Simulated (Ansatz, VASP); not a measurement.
Given: the input of a run of VASP 6.6.1 on LaPb2. The cell comes from a database or a generator and needn't be the stable form of this composition.

INCAR

```
PREC     = Accurate       # precision mode
ENCUT    = 520            # plane-wave cutoff, eV
EDIFF    = 1E-6           # SCF threshold, eV
ISMEAR   = 0              # smearing method
SIGMA    = 0.02           # smearing width, eV
LREAL    = False          # projectors in reciprocal space
LASPH    = True           # aspherical terms in the spheres
NELM     = 80             # most SCF steps
ALGO     = Normal         # electronic algorithm
ISIF     = 2              # what is computed and relaxed
LWAVE    = False          # write WAVECAR
LCHARG   = True           # write CHGCAR
GGA      = PE             # functional
LELF     = True           # ELF
LVHAR    = True         
NBANDS   = 26             # bands
```

File KPOINTS:

```
regular mesh
0
Gamma
  9 9 9
```

Contents of POSCAR:

```
LaPb2
6.3507
   -0.325372478624      0.325372478624      0.887847008991
    0.325372478624     -0.325372478624      0.887847008991
    0.325372478624      0.325372478624     -0.887847008991
Pb La
2 1
Direct
    0.6863945000      0.6863945000      0.0000000000
    0.3136055000      0.3136055000      0.0000000000
    0.0000000000      0.0000000000      0.0000000000
```

Potentials or basis: VASP PAW PBE potentials, release 64 (Pb_d, La).

Launch:

```bash
$ cat potpaw_PBE.64/Pb_d/POTCAR potpaw_PBE.64/La/POTCAR > POTCAR
$ mpirun -np 1 vasp_std > vasp.out
```

Question: Translate it to Ansatz 0.2.0. Potentials or basis there: Ansatz PAW, cutoff 420 eV.

Answer: As run (cutoffs and basis follow the program's own potentials, and thresholds, step limits or extra output files can differ):

Contents of input.yaml:

```yaml
crystal:
  lattice:
    - [-2.066343, 2.066343, 5.63845]
    - [2.066343, -2.066343, 5.63845]
    - [2.066343, 2.066343, -5.63845]
  atoms:
    - { symbol: Pb, position: [0.6863945, 0.6863945, 0.0] }
    - { symbol: Pb, position: [0.3136055, 0.3136055, 0.0] }
    - { symbol: La, position: [0.0, 0.0, 0.0] }
hamiltonian:
  xc: pbe
  pseudopotentials: { kind: paw }
kpoints:
  mp_grid: { grid: [9, 9, 9] }
scf:
  occupations: { method: gaussian, width: 0.02 }
output:
  forces: true
  stress: true
  eigenvalues: true
```

Potentials or basis: Ansatz PAW.

Command:

```sh
$ ansatz run input.yaml --threads 2 --pin off --max-ram 5632MiB --backend cpu --events-out ev --progress --plain --runs-dir out
```

Both were run:

|  | VASP | Ansatz |
| --- | --- | --- |
| Pressure | 0.0 GPa | 0.1 GPa |
| Largest force | 0.067 eV/Å | 0.066 eV/Å |

Ansatz's pressure holds a Pulay term of +0.01 GPa for its cutoff of 420 eV, which the other run lacks.

Where Ansatz's input types no cutoff or centring, it takes its own default and a Γ-centred mesh.

Pressure is positive in compression.
